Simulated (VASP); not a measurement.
Here is the system:

```
CELL_PARAMETERS angstrom
      3.97902    -2.17167    -0.00296
      3.97902     2.17167    -0.00296
      2.79642     0.00000     3.56774
ATOMIC_POSITIONS crystal
  Sb 0.23313 0.23313 0.23313
  Sb 0.76687 0.76687 0.76687
```

Level of theory: r2SCAN+rVV10, VASP's PBE PAW potentials (set 64) (plane waves; VASP). Run with 520 eV cut-off, 8×8×8 Γ-centred mesh, tetrahedra with Blöchl corrections, potentials Sb.

Give the energies of bands 2 to 8 at the high-symmetry points, in eV from the Fermi level.

```json
[
 {"band": "2", "Γ": "-4.77", "T": "-9.13", "H2": "-9.25", "L": "-9.86", "S0": "-9.34", "F": "-8.18"},
 {"band": "3", "Γ": "-2.06", "T": "-1.36", "H2": "-5.05", "L": "-2.01", "S0": "-5.36", "F": "-5.47"},
 {"band": "4", "Γ": "-1.87", "T": "-1.36", "H2": "-4.89", "L": "-1.84", "S0": "-3.19", "F": "-3.78"},
 {"band": "5", "Γ": "-1.87", "T": "-0.30", "H2": "-0.72", "L": "-0.22", "S0": "-2.91", "F": "-3.75"},
 {"band": "6", "Γ": "2.22", "T": "0.22", "H2": "0.89", "L": "0.02", "S0": "3.00", "F": "1.84"},
 {"band": "7", "Γ": "2.87", "T": "0.22", "H2": "4.93", "L": "0.48", "S0": "3.48", "F": "5.21"},
 {"band": "8", "Γ": "2.87", "T": "1.35", "H2": "5.00", "L": "0.66", "S0": "4.52", "F": "5.89"}
]
```

It has no gap at this level: it comes out as a metal or semimetal.

The compound is Sb in the a7 structure. It was relaxed first.
